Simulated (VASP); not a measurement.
Input:

```
CELL_PARAMETERS angstrom
      0.00000     2.96811     2.96811
      2.96811     0.00000     2.96811
      2.96811     2.96811     0.00000
ATOMIC_POSITIONS crystal
  Li 0.25000 0.25000 0.25000
  Li 0.75000 0.75000 0.75000
  Se 0.00000 0.00000 0.00000
```

Calculation: PBE GGA with D4 dispersion, VASP's PBE PAW potentials (set 64) (plane waves; VASP). Run with 520 eV cut-off, Gaussian smearing of 0.050 eV, potentials Li_sv Se.

### Question
Give the energies of bands 4 to 9 at the high-symmetry points, in eV from the valence-band maximum.

### Answer

```
band     Γ      X      U      L      W
----  ----  -----  -----  -----  -----
4     0.00  -2.35  -2.18  -3.02  -1.97
5     0.00  -1.51  -2.14  -0.55  -1.97
6     0.00  -1.51  -1.23  -0.55  -1.85
7     3.54   2.94   4.12   5.25   5.19
8     5.63   6.27   7.37   5.97   6.48
9     5.63  10.54   8.62   5.97   8.17
```

The gap is indirect, 2.94 eV, from the valence maximum at Γ to the conduction minimum at X.

The compound is Li2Se in the antifluorite structure. It was relaxed first.
